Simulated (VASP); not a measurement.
Input:

```xyz
14
Lattice="0.0000 4.0353 4.0353 4.0353 0.0000 4.0353 4.0353 4.0353 0.0000" Properties=species:S:1:pos:R:3 pbc="T T T"
Si     1.0088     1.0088     1.0088
Si     1.0088     3.0265     3.0265
Si     3.0265     1.0088     3.0265
Si     3.0265     3.0265     1.0088
Si     6.0530     6.0530     6.0530
Si     4.0353     4.0353     4.0353
N      2.9264     2.9264     2.9264
N      2.9264     5.1442     5.1442
N      5.1442     2.9264     5.1442
N      5.1442     5.1442     2.9264
N      7.1619     7.1619     7.1619
N      7.1619     4.9441     4.9441
N      4.9441     7.1619     4.9441
N      4.9441     4.9441     7.1619
```

The numbers are results of PBE GGA, VASP's PBE PAW potentials (set 64) (plane waves; VASP 6.6.1), not measurements. Run with LREAL = Auto, 400 eV cut-off, 4×4×4 Γ-centred mesh, first-order Methfessel-Paxton smearing of 0.27 eV, potentials Si N.

At this cut-off the stress carries a Pulay error, which pulls relaxed volumes low.  Energy and stress use the plane-wave basis of the starting cell.

Q: The ions, cell shape and volume are relaxed. Give the cell that the relaxation ends in.

A: 
```xyz
14
Lattice="0.0000 3.8849 3.8849 3.8849 0.0000 3.8849 3.8849 3.8849 0.0000" Properties=species:S:1:pos:R:3 pbc="T T T"
Si     0.9712     0.9712     0.9712
Si     0.9712     2.9137     2.9137
Si     2.9137     0.9712     2.9137
Si     2.9137     2.9137     0.9712
Si     5.8273     5.8273     5.8273
Si     3.8849     3.8849     3.8849
N      2.8563     2.8563     2.8563
N      2.8563     4.9134     4.9134
N      4.9134     2.8563     4.9134
N      4.9134     4.9134     2.8563
N      6.8559     6.8559     6.8559
N      6.8559     4.7988     4.7988
N      4.7988     6.8559     4.7988
N      4.7988     4.7988     6.8559
```
Space group Fd-3m (227), at a tolerance of 0.03 Å.

Q: How do energy and volume change from the first to the last step?

A: The energy (σ→0) changes by -133.8 meV/atom and the volume by -10.8 %, in 13 ionic steps.

```tsv
step	E(σ→0) (eV)	max force (eV/Å)	pressure (GPa)	volume (Å³)
1	-110.9257	1.914	-25.77	131.42
2	-111.1710	0.864	43.88	104.74
3	-112.6954	1.057	3.54	116.38
4	-112.6969	1.016	4.48	116.01
5	-112.6222	1.430	-2.12	117.78
6	-112.7968	0.040	1.28	116.77
7	-112.7968	0.018	1.35	116.75
8	-112.7973	0.052	-1.08	117.66
9	-112.7989	0.020	0.08	117.23
10	-112.7989	0.020	0.07	117.24
11	-112.7989	0.021	0.04	117.25
12	-112.7990	0.014	-0.07	117.28
13	-112.7990	0.001	-0.03	117.26
```

The structure was generated: Si3N4 was put into an ordered model structure, which need not be its known phase. This run relaxes it. Symmetry was kept, so distortions that lower it aren't found. The run is one of a series of settings (EDIFFG = -0.01, IBRION = 2, ISIF = 3, ISMEAR = 1, NSW = 50, SIGMA = 0.272, KPOINTS 4×4×4 Γ-centred mesh against the base run), some of them coarse on purpose.
